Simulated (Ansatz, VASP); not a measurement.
# ZnSe (Stilleite): VASP beside Ansatz

Wanted: the spread between two codes on one cell, functional and k mesh. The cell is taken from a series of runs on this material, whose earlier steps may have relaxed, scaled, displaced or heated it; both programs get it as it stands.

Program: Ansatz 0.2.0. Level of theory: plane waves, with VASP 6.6.1 beside it; zone-centre phonons at LDA. Results are calculated unless marked as measured.

**1. Set-up**

It takes space group Imm2 (No. 44, orthorhombic). The conventional cell has a = 3.897 Å, b = 3.937 Å, c = 5.601 Å, α = 90.00°, β = 90.00°, γ = 90.00°. Nearest to Zn lie 4 Se at 2.41 Å. Se has 4 Zn at 2.41 Å nearest. Farther neighbours and most contacts between anions are not listed.

**2. Ansatz: zone-centre phonons, LDA**

Ansatz runs on its PAW soft_1 files.

Second derivatives magnify differences that forces hide, and they need a tight electronic threshold.

input.yaml

```yaml
crystal:
  lattice:
    - [-0.0138757747, 2.7697144461, 2.8004043428]
    - [2.7697144461, -0.0138757747, 2.8004043428]
    - [2.7558386713, 2.7558386713, 0.0]
  atoms:
    - { symbol: Zn, position: [0.0009117553, 0.0009117553, -0.0009117553] }
    - { symbol: Se, position: [0.7490882447, 0.7490882447, 0.7509117553] }
kpoints:
  mp_grid: { grid: [12, 12, 12] }
hamiltonian:
  xc: lda
  pseudopotentials: { kind: paw, azcp: { folder: soft_1 }, xc_functional: pbe }
scf:
  occupations: { method: fixed }
output:
  eigenvalues: true
phonons:
  method: dfpt
```

Command:

```
$ ansatz run input.yaml --threads 4 --pin off --max-ram 10240MiB --backend cpu --events-out ev --progress --plain --runs-dir out
```

Numbers of over 12 decimals in the logs are rounded to 6 here.

The program printed:

```text
zone centre: on kpoints.mp_grid the ground state, and the responses unless they are solved on pairs of k-points, stand on 476 of the mesh's 1728 k-points, reduced under 2 symmetry operations, with k and −k counted as one. Each operation leaves every solved displacement unchanged or reverses it
Engine: ansatz 0.2.0, aarch64-unknown-linux-gnu
Pseudopotentials: kind: paw
Pseudopotential: Zn, paw, valence charge 12, recommended cutoff 420 eV (normal), soft_1/Zn.paw.azcp
Pseudopotential: Se, paw, valence charge 16, recommended cutoff 420 eV (normal), soft_1/Se.paw.azcp
Functional definition: SPW92
  exchange = slater_x
  correlation = pw_c
Crystal: 2 atoms, lattice volume = 42.965 Å³
Basis set: ecut = 420 eV, 869 PW (Γ), exchange–correlation on 54×54×54 points (8 copies of the dense FFT grid, shifted against one another)
Bands: 18, of which v1, the nominal top of the filled ones, is band 14 counted from 1 (13 counted from 0)
Symmetry: 4 space group operations
k-points: 476 of 1728 (irreducible under 2 space group operations, time reversal used)
Non-local potential: Zn, projectors of the file, l = 0: 2, l = 1: 2, l = 2: 3, l = 3: 1
Non-local potential: Se, projectors of the file, l = 0: 2, l = 1: 2, l = 2: 3, l = 3: 1
PAW form: soft (Blöchl's): semilocal exchange-correlation on the pseudo side does not see the compensation charge
PAW frozen core: Zn, regenerated for the run's functional, and the local potential with it (the file was generated under x = pbe(κ = 0.804, μ = 0.219515), c = pbe(β = 0.066725))
PAW frozen core: Se, regenerated for the run's functional, and the local potential with it (the file was generated under x = pbe(κ = 0.804, μ = 0.219515), c = pbe(β = 0.066725))
PAW one-centre angular grid: Zn, 590 points (default); XC on 64 Gauss nodes
PAW one-centre angular grid: Se, 590 points (default); XC on 64 Gauss nodes
Initial density: superposition of atomic densities (chi_scale 0.1, normalization cell, long waves kept (reshape's long-wave potential 0.00 eV rms))
Initial wavefunctions: pseudopotential atomic-orbital guess
Functional: x = slater, c = lda
SCF iter   1: F=—  HF=-8631.203857 eV  |F-HF|=—  |Δ(HF+E_count)|=         —  Δρ=5.97e-2  dr2=9.79e-1  ethr=3.10e-3  ⟨swp⟩=4.3  Hψ=41057  notcnv=0  defer=766
preconditioner: auto → none  [insulator: Δε(μ)=1.206 eV  Ē_g=13.043 eV  n_scr=14 (ndim 8)  ℏωp=24.0 eV  f_vac=0.035  ε∞_Penn≈4.4]
SCF iter   2: F=—  HF=-8630.953137 eV  |F-HF|=—  |Δ(HF+E_count)|=   2.51e-1  Δρ=2.69e-2  dr2=1.91e-1  ethr=3.10e-3  ⟨swp⟩=3.0  Hψ=18881  notcnv=0  defer=873
SCF iter   3: F=—  HF=-8630.868103 eV  |F-HF|=—  |Δ(HF+E_count)|=   8.50e-2  Δρ=1.17e-2  dr2=3.11e-2  ethr=6.81e-4  ⟨swp⟩=2.0  Hψ=17120  notcnv=0  defer=912
SCF iter   4: F=—  HF=-8630.859972 eV  |F-HF|=—  |Δ(HF+E_count)|=   8.13e-3  Δρ=2.75e-3  dr2=1.77e-3  ethr=1.11e-4  ⟨swp⟩=2.3  Hψ=17130  notcnv=0  defer=941
SCF iter   5: F=—  HF=-8630.860279 eV  |F-HF|=—  |Δ(HF+E_count)|=   3.07e-4  Δρ=9.91e-4  dr2=2.94e-4  ethr=6.32e-6  ⟨swp⟩=2.1  Hψ=14033  notcnv=0  defer=952
SCF iter   6: F=—  HF=-8630.860326 eV  |F-HF|=—  |Δ(HF+E_count)|=   4.68e-5  Δρ=6.19e-5  dr2=1.14e-6  ethr=1.05e-6  ⟨swp⟩=2.0  Hψ=16184  notcnv=0  defer=950
SCF iter   7: F=—  HF=-8630.860324 eV  |F-HF|=—  |Δ(HF+E_count)|=   1.65e-6  Δρ=2.10e-5  dr2=2.02e-7  ethr=4.07e-9  ⟨swp⟩=2.0  Hψ=15237  notcnv=0  defer=131
SCF iter   8: F=—  HF=-8630.860324 eV  |F-HF|=—  |Δ(HF+E_count)|=   8.46e-8  Δρ=8.02e-6  dr2=1.40e-8  ethr=7.20e-10  ⟨swp⟩=2.0  Hψ=15195  notcnv=0  defer=134
SCF iter   9: F=—  HF=-8630.860324 eV  |F-HF|=—  |Δ(HF+E_count)|=   3.22e-9  Δρ=8.14e-7  dr2=1.78e-10  ethr=4.99e-11  ⟨swp⟩=2.2  Hψ=11678  notcnv=0  defer=127
SCF iter  10: F=-8630.860324 eV  HF=-8630.860324 eV  |F-HF|=1.64e-11  |Δ(HF+E_count)|=  6.55e-11  Δρ=1.41e-7  dr2=7.59e-12  ethr=1.00e-12  ⟨swp⟩=8.4  Hψ=54580  notcnv=0
SCF 1 converged in 10 iterations: F = -8630.860324 eV  dr2 = 7.59e-12
  greatest PAW one-centre occupation: 1.000 electrons in one spin orbital (limit 2), on the Se atom at site 1 (counted from 0), in its partial waves of l = 2
DFPT response loops at Γ: preconditioner auto → none (the input reference at scf.mixing.eps_inf says where Resta's filter doesn't serve); β = 0.50; Broyden in place of MSR1
SCF converged after 10 iterations
Free energy (F): -8630.860324 eV
Harris-Foulkes:  -8630.860324 eV  (|F-HF|=1.64e-11)
Internal energy: -8630.860324 eV  (E = F + TS)
E sigma→0 (E₀):  -8630.860324 eV
Fermi energy:    7.062644 eV
--- Per-component energies (eV) ---
  E_band       = -383.290851
  E_kinetic    = 260.813506
  E_local      = -4762.259207  (includes V_loc(G=0)·N_el)
  E_nonlocal   = 471.716934
  E_hartree    = 2203.179731
  E_xc         = -163.205018
  E_vxc        = -143.101470  (∫ρ·V_xc dr)
  E_paw        = -3871.088444  (= ΣΔE_a)
  E_vpaw       = -616.819453  (= ΣTr[D̂ρ^β])
  E_aug_tail   = -0.000635  (compensation charges beyond the density's cutoff)
  E_ewald      = -2773.791695
  E_core_change = 3.774503  (= ΣΔE_core)
  E_smearing   = -0.000000  (= −TS)
  E_closure    = -0.000000  (closes the sum)
  Σ components = -8630.860324   (vs F -8630.860324, Δ=0.00e0)
--- Band table (eV; the first three rows and the last of 476) ---
  k-point 0: bands = [... 10 lower, 0.5488, 6.9853, 6.9981, 7.0626, 8.2776, 12.6470, 12.7158, 12.7747]
  k-point 1: bands = [... 10 lower, 0.5476, 6.2298, 6.9189, 6.9296, 8.9180, 12.6792, 12.7834, 12.8685]
  k-point 2: bands = [... 10 lower, 0.5456, 4.9932, 6.7183, 6.7187, 9.5501, 12.8357, 13.0998, 13.1653]
  k-point 475: bands = [... 10 lower, 0.7374, 1.8883, 4.5857, 4.6984, 9.7266, 10.4143, 17.8621, 18.4967]
--- Phonons (Γ-DFPT): 4 representative perturbations + reference, on 476 of 1728 k-points (Σ response iterations 14) ---
  k mesh reduced under 2 symmetry operations, with k and −k counted as one. Each operation leaves every solved displacement unchanged or reverses it
  ASR residual: 6.206e-5 → 0.000e0 eV/Å²; symmetrization residual: 3.942e-6 eV/Å²
  ASR residual per site (eV/Å²): 6.11e-5 6.21e-5
  Γ frequencies (cm⁻¹): 0.00 0.00 0.00 218.28 219.51 219.95
  non-analytic LO–TO correction: not included (Born effective charges unavailable; polar crystals: no LO–TO splitting at Γ)
```

**3. VASP: zone-centre phonons, LDA**

The same cell, functional (in two slightly different forms) and mesh now go to VASP, with its own data sets.

Lines of VASP's logs that name or quote its potential files are left out, and so is its time.

INCAR

```
SYSTEM = ZnSe
PREC = Accurate
ENCUT = 500
EDIFF = 1E-08
NELM = 120
ISMEAR = 0
SIGMA = 0.01
LREAL = .FALSE.
ALGO = Normal
GGA = CA
NBANDS = 15
LORBIT = 11
LWAVE = .FALSE.
LCHARG = .FALSE.
ISIF = 2
IBRION = 8
LASPH = .TRUE.
GGA_COMPAT = .FALSE.
EFERMI = MIDGAP
KPAR = 2
```

POSCAR

```
ZnSe
1.0
   -0.0138757747      2.7697144461      2.8004043428
    2.7697144461     -0.0138757747      2.8004043428
    2.7558386713      2.7558386713      0.0000000000
Zn Se
1 1
Direct
    0.0009117553      0.0009117553      0.9990882447
    0.7490882447      0.7490882447      0.7509117553
```

KPOINTS

```
Automatic mesh
0
Gamma
12 12 12
0 0 0
```

The projector-augmented-wave data sets are Zn and Se (LDA family, release 64).

Command:

```
$ mpirun -np 2 vasp_std
```

The program printed:

```text
[banner, memory and clock lines left out]
running    2 mpi-ranks, on    1 nodes
 distrk:  each k-point on    1 cores,    2 groups
 distr:  one band on    1 cores,    1 groups

 POSCAR found type information on POSCAR ZnSe
 POSCAR found :  2 types and       2 ions
 LDA part: xc-table for (Slater(with rela. corr.)+CA(PZ))
 , standard interpolation
 POSCAR, INCAR and KPOINTS ok, starting setup
 FFT: planning ... GRIDC
 FFT: planning ... GRID_SOFT
 FFT: planning ... GRID
 WAVECAR not read
 entering main loop
       N       E                     dE             d eps       ncg     rms          rms(c)
DAV:   1     0.847606491043E+02    0.84761E+02   -0.86962E+03  8400   0.135E+03
DAV:   2    -0.230720076009E+01   -0.87068E+02   -0.82268E+02  9324   0.258E+02
DAV:   3    -0.763900876525E+01   -0.53318E+01   -0.53106E+01 10276   0.638E+01
DAV:   4    -0.768337530913E+01   -0.44367E-01   -0.44362E-01 10010   0.618E+00
DAV:   5    -0.768360180812E+01   -0.22650E-03   -0.22650E-03 10647   0.407E-01    0.534E+00
DAV:   6    -0.740251757904E+01    0.28108E+00   -0.59443E-01 12181   0.274E+01    0.402E+00
DAV:   7    -0.737604840754E+01    0.26469E-01   -0.16623E-01  9961   0.415E+00    0.166E+00
DAV:   8    -0.737160447028E+01    0.44439E-02   -0.36314E-03 12682   0.853E-01    0.429E-01
DAV:   9    -0.737104120314E+01    0.56327E-03   -0.96640E-04 10115   0.265E-01    0.588E-02
DAV:  10    -0.737105879740E+01   -0.17594E-04   -0.12219E-04 10563   0.121E-01    0.189E-02
DAV:  11    -0.737105125997E+01    0.75374E-05   -0.16229E-05 12726   0.662E-02    0.468E-03
DAV:  12    -0.737105129055E+01   -0.30581E-07   -0.26835E-06 10129   0.124E-02    0.120E-03
DAV:  13    -0.737105131447E+01   -0.23920E-07   -0.10118E-07 10619   0.268E-03    0.479E-04
DAV:  14    -0.737105131536E+01   -0.89062E-09   -0.83899E-10  6314   0.454E-04
   1 F= -.73710513E+01 E0= -.73710513E+01  d E =0.000000E+00
 Linear response reoptimize wavefunctions to high precision
DAV:   1    -0.737105131453E+01    0.83242E-09   -0.13375E-09  7644   0.712E-04
DAV:   2    -0.737105131455E+01   -0.20464E-10   -0.40658E-10  5208   0.149E-04
 Linear response DOF=           4
 Linear response progress:
  Degree of freedom:   1/  4
       N       E                     dE             d eps       ncg     rms          rms(c)
RMM:   1    -0.212849446708E+00   -0.21285E+00   -0.76080E-03 36417   0.207E+00
RMM:   2    -0.211024155203E+00    0.18253E-02   -0.25177E-03 41552   0.391E-01    0.901E-02
RMM:   3    -0.210790692648E+00    0.23346E-03   -0.38212E-05 47392   0.488E-02    0.541E-02
RMM:   4    -0.210506994944E+00    0.28370E-03   -0.17296E-05 48957   0.289E-02    0.280E-03
RMM:   5    -0.210524895009E+00   -0.17900E-04   -0.67199E-07 50441   0.542E-03    0.796E-04
RMM:   6    -0.210523307538E+00    0.15875E-05   -0.57239E-08 51279   0.103E-03    0.327E-04
RMM:   7    -0.210523086448E+00    0.22109E-06   -0.11931E-08 51000   0.325E-04    0.336E-05
RMM:   8    -0.210522766463E+00    0.31999E-06   -0.36538E-09 50727   0.113E-04    0.113E-05
RMM:   9    -0.210522771018E+00   -0.45548E-08   -0.23945E-09 52134   0.473E-05    0.393E-06
 first order change of Fermi-energy  -0.27632E-04
 force on displaced ion       1 direction 1 :  -6.392  -0.063  -0.009
 Linear response progress:
  Degree of freedom:   2/  4
       N       E                     dE             d eps       ncg     rms          rms(c)
RMM:   1    -0.212882252050E+00   -0.21288E+00   -0.78090E-03 11768   0.206E+00
RMM:   2    -0.211089710833E+00    0.17925E-02   -0.25309E-03 13359   0.387E-01    0.909E-02
RMM:   3    -0.210855792046E+00    0.23392E-03   -0.36927E-05 15135   0.485E-02    0.545E-02
RMM:   4    -0.210572977510E+00    0.28281E-03   -0.16925E-05 15598   0.286E-02    0.277E-03
RMM:   5    -0.210590580472E+00   -0.17603E-04   -0.65899E-07 16106   0.536E-03    0.770E-04
RMM:   6    -0.210589510623E+00    0.10698E-05   -0.24520E-08 16358   0.105E-03    0.323E-04
RMM:   7    -0.210589094828E+00    0.41579E-06   -0.90167E-09 16017   0.301E-04    0.477E-05
RMM:   8    -0.210588809457E+00    0.28537E-06   -0.58251E-10 15797   0.109E-04    0.110E-05
RMM:   9    -0.210588818809E+00   -0.93517E-08   -0.20987E-09 16703   0.480E-05    0.477E-06
 first order change of Fermi-energy   0.54518E+00
 force on displaced ion       1 direction 3 :  -0.000  -0.000  -6.477
 Linear response progress:
  Degree of freedom:   3/  4
       N       E                     dE             d eps       ncg     rms          rms(c)
RMM:   1    -0.825026229748E-01   -0.82503E-01    0.10451E-01 63318   0.177E+00
RMM:   2    -0.818544690161E-01    0.64815E-03   -0.32426E-03 41051   0.513E-01    0.122E-01
RMM:   3    -0.820282346263E-01   -0.17377E-03   -0.18489E-04 45953   0.105E-01    0.668E-02
RMM:   4    -0.823198958197E-01   -0.29166E-03   -0.42626E-05 46456   0.453E-02    0.821E-03
RMM:   5    -0.823267792491E-01   -0.68834E-05   -0.17794E-06 46989   0.882E-03    0.396E-03
RMM:   6    -0.823176439297E-01    0.91353E-05   -0.10551E-07 46720   0.230E-03    0.166E-03
RMM:   7    -0.823135062112E-01    0.41377E-05   -0.67346E-08 47765   0.874E-04    0.310E-04
RMM:   8    -0.823154492053E-01   -0.19430E-05   -0.50319E-09 48439   0.289E-04    0.417E-05
RMM:   9    -0.823155977922E-01   -0.14859E-06   -0.84045E-09 49121   0.960E-05    0.115E-05
RMM:  10    -0.823155030225E-01    0.94770E-07   -0.16216E-09 48909   0.299E-05    0.360E-06
RMM:  11    -0.823155132233E-01   -0.10201E-07   -0.39608E-09 43151   0.162E-05    0.199E-06
RMM:  12    -0.823155174274E-01   -0.42041E-08   -0.60218E-09 26981   0.117E-05    0.245E-07
 first order change of Fermi-energy   0.14986E-03
 force on displaced ion       2 direction 1 :  -6.435  -0.036   0.001
 Linear response progress:
  Degree of freedom:   4/  4
       N       E                     dE             d eps       ncg     rms          rms(c)
RMM:   1    -0.824938297070E-01   -0.82494E-01    0.10630E-01 20051   0.177E+00
RMM:   2    -0.819201106043E-01    0.57372E-03   -0.31976E-03 13375   0.505E-01    0.123E-01
RMM:   3    -0.820978665740E-01   -0.17776E-03   -0.17681E-04 14742   0.104E-01    0.674E-02
RMM:   4    -0.823943568552E-01   -0.29649E-03   -0.44810E-05 14913   0.458E-02    0.833E-03
RMM:   5    -0.823999519128E-01   -0.55951E-05   -0.18559E-06 15034   0.905E-03    0.397E-03
RMM:   6    -0.823909903961E-01    0.89615E-05   -0.15729E-07 14950   0.238E-03    0.176E-03
RMM:   7    -0.823866205223E-01    0.43699E-05   -0.23669E-08 15024   0.912E-04    0.330E-04
RMM:   8    -0.823886232298E-01   -0.20027E-05   -0.69100E-09 15436   0.303E-04    0.477E-05
RMM:   9    -0.823888202369E-01   -0.19701E-06   -0.16834E-09 15750   0.101E-04    0.162E-05
RMM:  10    -0.823887037774E-01    0.11646E-06    0.25639E-09 15353   0.320E-05    0.434E-06
RMM:  11    -0.823887130996E-01   -0.93222E-08    0.83490E-10 14027   0.170E-05    0.239E-06
 first order change of Fermi-energy  -0.54457E+00
 force on displaced ion       2 direction 3 :  -0.000  -0.000  -6.503
 Linear response finished
```

(Continued in part 2 of 2.)

[Lines on the potential files, build, host, timing and source positions are cut from VASP's logs without a mark.]

[Logs are printed without paths, hosts, clocks, repeated set-up lines and the standing remarks that a program may print on its own settings, such as how far it seeks lower states.]

[Hosts, paths, dates, database ids (printed as entryN), source tags and the programs' standing remarks are cut or masked in the printed files.]
